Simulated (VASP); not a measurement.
Data:

```xyz
2
Lattice="0.0000 2.2725 2.2725 2.2725 0.0000 2.2725 2.2725 2.2725 0.0000" Properties=species:S:1:pos:R:3 pbc="T T T"
Na     0.0000     0.0000     0.0000
H      2.2725     2.2725     2.2725
```

The numbers are results of r2SCAN meta-GGA, VASP's PBE PAW potentials (set 64) (plane waves; VASP 6.6.1), not measurements. Settings: 480 eV cut-off, 10×10×10 Γ-centred mesh, Gaussian smearing of 0.050 eV, potentials Na_pv H.

**Question.** Predict the energy per atom (σ→0), pressure.

**Answer.** 
The energy per atom (σ→0) is -364.2 kJ/mol of atoms. The pressure comes out as 4.88 GPa.

Only differences to runs with the same potentials and settings are physical.

The compound is NaH in the rock salt structure. It was relaxed first under an external pressure of 5 GPa.
